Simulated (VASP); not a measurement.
CsPbCl3, 5 atoms in the cell. The structure is cubic, space group Pm-3m (No. 221). Conventional cell: a = 5.605 Å, b = 5.605 Å, c = 5.605 Å, α = 90.00°, β = 90.00°, γ = 90.00°. Around Cs (site symmetry m-3m) lie 12 Cl at 3.96 Å. Around Pb (site symmetry m-3m) lie 6 Cl at 2.80 Å. Cl (site symmetry 4/mmm) is surrounded by 2 Pb at 2.80 Å. 

| Item | Value |
| --- | --- |
| Program | VASP 6.6.1 |
| Task | relaxation of cell and atoms |
| Functional | PBEsol |
| Potentials or basis | VASP PAW PBE potentials, release 64 (Cs_sv, Pb_d, Cl) |
| Cutoff | 600 eV |
| k mesh | 6 × 6 × 6 |
| Occupations | gaussian, width 0.03 eV |
| Spin | no spin polarisation |
| Further INCAR settings | ALGO = Normal; EDIFF = 1e-06; IBRION = 2; EDIFFG = -0.01; NSW = 90; ISIF = 3 |

Potentials or basis: VASP PAW PBE potentials, release 64 (Cs_sv, Pb_d, Cl).

Command:

```console
$ cat potpaw_PBE.64/Cs_sv/POTCAR potpaw_PBE.64/Pb_d/POTCAR potpaw_PBE.64/Cl/POTCAR > POTCAR
$ mpirun -np 2 vasp_std > vasp.out
```

Hardware: 2 MPI ranks on Intel(R) Xeon(R) Platinum 8559C (Emerald Rapids), on a shared host.

**Question.** How long does it take, and how much memory?

**Answer.** Run time: 74 s on 2 MPI ranks on Intel(R) Xeon(R) Platinum 8559C (Emerald Rapids), with other jobs on the host, peak memory 0.4 GiB a rank. Counts: scf iterations 20, k points 20, ion steps 2.
